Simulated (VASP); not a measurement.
OSZICAR of a VASP run on Sb$_{2}$Se$_{3}$ (space group Pnma):

### OSZICAR
```
       N       E                     dE             d eps       ncg     rms          rms(c)
DAV:   1     0.709559686903E+03    0.70956E+03   -0.41490E+04   268   0.138E+03
DAV:   2     0.564945063934E+01   -0.70391E+03   -0.68192E+03   325   0.217E+02
DAV:   3    -0.798287642066E+02   -0.85478E+02   -0.84100E+02   320   0.826E+01
DAV:   4    -0.827876165350E+02   -0.29589E+01   -0.29306E+01   344   0.157E+01
DAV:   5    -0.828883331417E+02   -0.10072E+00   -0.10045E+00   336   0.273E+00    0.112E+01
DAV:   6    -0.801715360743E+02    0.27168E+01   -0.85433E+00   344   0.662E+00    0.746E+00
DAV:   7    -0.801937861714E+02   -0.22250E-01   -0.13749E+00   328   0.294E+00    0.274E+00
DAV:   8    -0.801918896338E+02    0.18965E-02   -0.83407E-02   352   0.894E-01    0.102E+00
DAV:   9    -0.801953329032E+02   -0.34433E-02   -0.15928E-02   352   0.476E-01    0.198E-01
DAV:  10    -0.801960302394E+02   -0.69734E-03   -0.27499E-03   304   0.175E-01    0.113E-01
DAV:  11    -0.801964451566E+02   -0.41492E-03   -0.71334E-04   352   0.783E-02    0.540E-02
DAV:  12    -0.801966300227E+02   -0.18487E-03   -0.21025E-04   320   0.506E-02    0.162E-02
DAV:  13    -0.801966750533E+02   -0.45031E-04   -0.69440E-05   312   0.261E-02    0.974E-03
DAV:  14    -0.801966819226E+02   -0.68694E-05   -0.73491E-06   304   0.854E-03    0.294E-03
DAV:  15    -0.801966837204E+02   -0.17978E-05   -0.25415E-06   240   0.472E-03    0.130E-03
DAV:  16    -0.801966841350E+02   -0.41454E-06   -0.26711E-07   200   0.163E-03
   1 F= -.80196684E+02 E0= -.80196684E+02  d E =-.606104E-42
```

**Question.** Which electronic solver shows in the log?

**Answer.** It is blocked Davidson (ALGO = Normal, or the opening steps of other solvers). The INCAR had ALGO = Normal.

**Question.** Can the final energy be trusted as converged?

**Answer.** Self-consistency was reached. It stopped with EDIFF = 1E-6, NELM = 100 (PBE GGA, plane waves, VASP's PBE PAW potentials (set 64)).

The structure comes from a computed database's Sb2Se3 entry; how it stands against other phases isn't given here. The cell was not relaxed at this level. The k-mesh is coarse (spacing up to 0.52 per Å, 2π included), so the numbers may not be converged in it. The run is one of a series of settings (ENCUT = 525 against the base run), some of them coarse on purpose.
